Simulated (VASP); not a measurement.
Given:

```yaml
crystal:
  lattice:
    - [5.14429, 0.00000, 0.00000]
    - [0.00000, 5.14429, 0.00000]
    - [0.00000, 0.00000, 5.14429]
  atoms:
    - { symbol: Sr, position: [0.00000, 0.50000, 0.50000] }
    - { symbol: Sr, position: [0.50000, 0.00000, 0.50000] }
    - { symbol: Sr, position: [0.50000, 0.50000, 0.00000] }
    - { symbol: Sb, position: [0.00000, 0.00000, 0.00000] }
    - { symbol: N, position: [0.50000, 0.50000, 0.50000] }
```

Level of theory: PBEsol GGA, VASP's PBE PAW potentials (set 64) (plane waves; VASP). Run with 520 eV cut-off, 5×5×5 Γ-centred mesh, tetrahedra with Blöchl corrections, potentials Sr_sv Sb N.

The cores are frozen, which limits the accuracy of field gradients.

**Question.** Give the principal components of the electric field gradient (V/Å²) and the asymmetry η at each nucleus.

**Answer.** 
| atom | Vxx | Vyy | Vzz | η |
|---|---|---|---|---|
| Sr1 | 101.0 | 101.0 | -201.9 | 0.00 |
| Sr2 | 101.0 | 101.0 | -201.9 | 0.00 |
| Sr3 | 101.0 | 101.0 | -201.9 | 0.00 |
| Sb4 | 0.0 | 0.0 | 0.0 | - |
| N5 | 0.0 | 0.0 | 0.0 | - |

The structure comes from a computed database's Sr3SbN entry (Pm-3m); how it stands against other phases isn't given here. It was relaxed first.
